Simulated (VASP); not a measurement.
Crystal: YTlS3.

```
Y Tl S
1.0
     5.37460    0.00000    0.00000
     0.00000    5.37460    0.00000
     0.00000    0.00000    5.37460
Y Tl S
1 1 3
Direct
  0.00000 0.00000 0.00000
  0.50000 0.50000 0.50000
  0.50000 0.00000 0.00000
  0.00000 0.50000 0.00000
  0.00000 0.00000 0.50000
```

The cell was built by a generator and needn't be a form met in nature.

| Property | Result |
| --- | --- |
| Program | VASP 6.6.1 |
| Task | relaxation of cell and atoms |
| Functional | PBE |
| Potentials or basis | VASP PAW PBE potentials, release 64 (Y_sv, Tl_d, S) |
| Cutoff | 600 eV |
| k mesh | 8 × 8 × 8 |
| Occupations | gaussian, width 0.1 eV |
| Spin | no spin polarisation |

At the start: pressure -1.3 GPa; volume 31.05 Å³/atom.

Q: How do energy, volume and symmetry change on relaxing?

A: Over 3 steps the energy falls by 4.4 meV/atom and the volume is 30.00 Å³/atom (-3.4 %); space group Pm-3m (No. 221, to 0.05 Å).

Step by step:
```csv
step,energy change (eV),largest force (eV/Å),pressure (GPa),volume (Å³)
1,0.0000,0.0000,-1.30,155.25
2,-0.0218,0.0000,0.10,149.64
3,-0.0219,0.0000,0.00,150.02
```

Final structure:
```
Y Tl S
1.0
     5.31348    0.00000    0.00000
     0.00000    5.31348    0.00000
     0.00000    0.00000    5.31348
Y Tl S
1 1 3
Cartesian
  0.0000 0.0000 0.0000
  2.6567 2.6567 2.6567
  2.6567 0.0000 0.0000
  0.0000 2.6567 0.0000
  0.0000 0.0000 2.6567
```
